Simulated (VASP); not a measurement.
Calculation: SCAN meta-GGA, VASP's PBE PAW potentials (set 64) (plane waves; VASP 6.6.1).

Input for VASP

**KPOINTS**
```
Automatic mesh
0
Gamma
8 8 2
0 0 0
```

File POSCAR:
```
MoS2
1.0
  1.6025366264  -2.7756745759   0.0000000000
  1.6025366264   2.7756745759   0.0000000000
  0.0000000000   0.0000000000  12.9558476184
Mo S
2 4
direct
  0.3333330000   0.6666670000   0.2500000000
  0.6666670000   0.3333330000   0.7500000000
  0.3333330000   0.6666670000   0.8709908016
  0.6666670000   0.3333330000   0.3709908016
  0.6666670000   0.3333330000   0.1290091984
  0.3333330000   0.6666670000   0.6290091984
```

### INCAR
```
SYSTEM=MoS2
PREC=Accurate; ENCUT=520; LREAL=.False.
LASPH=.True.
EDIFF=1E-7; NELM=100; ALGO=Normal
LMAXMIX=4; LMIXTAU=.True.
ISMEAR=0; SIGMA=0.05
METAGGA=SCAN
IBRION=2; NSW=30; ISIF=4
EDIFFG=-0.01
LWAVE=.False.; LCHARG=.False.
```

POTCAR, in this order: Mo_sv S (PBE.64 set). Program: vasp_std.

Q: Estimate the energy per atom (σ→0).

A: 
* **energy per atom (σ→0)**: -18.988 eV/atom

**OSZICAR**
```
...
DAV:  12    -0.113925084211E+03   -0.60183E-07   -0.90561E-06  1366   0.308E-02    0.103E-03
DAV:  13    -0.113925082155E+03    0.20565E-05   -0.98975E-07  1355   0.106E-02    0.753E-04
DAV:  14    -0.113925081822E+03    0.33265E-06   -0.58580E-06  1261   0.244E-02    0.444E-04
DAV:  15    -0.113925079323E+03    0.24990E-05   -0.83214E-07  1122   0.935E-03    0.224E-04
DAV:  16    -0.113925078920E+03    0.40335E-06   -0.69773E-08   764   0.233E-03    0.174E-04
DAV:  17    -0.113925079073E+03   -0.15308E-06   -0.31644E-09   676   0.380E-04    0.139E-04
DAV:  18    -0.113925078981E+03    0.91654E-07   -0.10154E-08   655   0.978E-04
   5 F= -.11392508E+03 E0= -.11392508E+03  d E =-.165391E-01
```

The compound is MoS2 in the 2H layered structure. This cell is one point of a volume scan, at 1.03 of the reference volume. Symmetry was kept, so distortions that lower it aren't found.
